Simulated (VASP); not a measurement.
These are PBEsol GGA, VASP's PBE PAW potentials (set 64) (plane waves; VASP) values and carry that method's errors.

Input for VASP

### INCAR
```
# general
SYSTEM =PtS2
PREC   =Accurate
ENCUT  =500   # plane-wave cut-off (eV)
LREAL  =F   # projection in real space or not
LASPH  =T

# electronic loop
EDIFF  =1E-6   # SCF stop (eV)
NELM   =100
ALGO   =Normal
LMAXMIX=6

# smearing
ISMEAR =0
SIGMA  =0.05   # width (eV)

# functional
GGA    =PS   # PBEsol

# ions
IBRION =2
NSW    =40
ISIF   =3   # ions, shape and volume
EDIFFG =-0.02   # ionic stop

# output
LWAVE  =F
LCHARG =F
```

File KPOINTS:
```
Automatic mesh
0
Gamma
7 7 5
0 0 0
```

**POSCAR**
```
PtS2
1
    1.7829133649    -3.0880966056    -0.0000000000
    1.7829133649     3.0880966056     0.0000000000
    0.0000000000     0.0000000000     4.8232578439
Pt S
1 2
Direct
  1.0000000000   1.0000000000   1.0000000000
  0.3333330000   0.6666670000   0.2483770505
  0.6666670000   0.3333330000   0.7516229495
```

POTCAR, in this order: Pt S (PBE.64 set). Program: vasp_std.

What VASP printed:

### OSZICAR
```
       N       E                     dE             d eps       ncg     rms          rms(c)
DAV:   1     0.111321132226E+03    0.11132E+03   -0.10499E+04   976   0.127E+03
DAV:   2    -0.134558902582E+02   -0.12478E+03   -0.12193E+03  1219   0.244E+02
DAV:   3    -0.182896175565E+02   -0.48337E+01   -0.48005E+01  1212   0.524E+01
DAV:   4    -0.183414880411E+02   -0.51870E-01   -0.51850E-01  1261   0.592E+00
DAV:   5    -0.183423738541E+02   -0.88581E-03   -0.88580E-03  1198   0.737E-01    0.190E+01
DAV:   6    -0.172617059879E+02    0.10807E+01   -0.78273E+00  1002   0.286E+01    0.123E+01
DAV:   7    -0.170293566260E+02    0.23235E+00   -0.13349E+00   981   0.129E+01    0.567E+00
DAV:   8    -0.170022945432E+02    0.27062E-01   -0.91744E-02  1100   0.226E+00    0.133E+00
DAV:   9    -0.169970103179E+02    0.52842E-02   -0.12784E-02  1072   0.127E+00    0.275E-01
DAV:  10    -0.169970894462E+02   -0.79128E-04   -0.19428E-03  1170   0.324E-01    0.769E-02
DAV:  11    -0.169971019061E+02   -0.12460E-04   -0.47322E-05  1226   0.628E-02    0.453E-02
DAV:  12    -0.169971017412E+02    0.16497E-06   -0.54685E-06  1147   0.235E-02
   1 F= -.16997102E+02 E0= -.16997102E+02  d E =-.169971E+02
```

### OUTCAR
```
------------------------ aborting loop because EDIFF is reached ----------------------------------------
  FORCE on cell =-STRESS in cart. coord.  units (eV):
  Direction    XX          YY          ZZ          XY          YZ          ZX
  --------------------------------------------------------------------------------------
  Total        0.0111694      0.0111694     -0.0067883      0.0000000      0.0000000      0.0000000
  in kB        0.3369382      0.3369382     -0.2047750      0.0000000      0.0000000      0.0000000
  external PRESSURE =       0.1563671 kB  Pullay stress =       0.0000000 kB
  volume of cell :       53.11
      direct lattice vectors                 reciprocal lattice vectors
     1.782913365 -3.088096606  0.000000000     0.280439874 -0.161912033  0.000000000
     1.782913365  3.088096606  0.000000000     0.280439874  0.161912033  0.000000000
     0.000000000  0.000000000  4.823257844     0.000000000  0.000000000  0.207328746
 POSITION                                       TOTAL-FORCE (eV/Angst)
 -----------------------------------------------------------------------------------
      0.00000      0.00000      0.00000        -0.000000     -0.000000      0.000000
      1.78291      1.02937      1.19799        -0.000000     -0.000000      0.011792
      1.78291     -1.02937      3.62527         0.000000      0.000000     -0.011792
 -----------------------------------------------------------------------------------
    total drift:                                0.000000     -0.000000      0.000000
  FREE ENERGIE OF THE ION-ELECTRON SYSTEM (eV)
  ---------------------------------------------------
  free  energy   TOTEN  =       -16.9971017412 eV

  energy  without entropy=      -16.9971017411  energy(sigma->0) =      -16.99710174

 reached required accuracy - stopping structural energy minimisation
```
(Selected blocks of OUTCAR.)

Without a dispersion term in the relaxation, distances and binding between the weakly bound layers, chains or molecules are unreliable, and so is what depends on them.

The compound is PtS2 in the 1T layered structure. It was relaxed first.
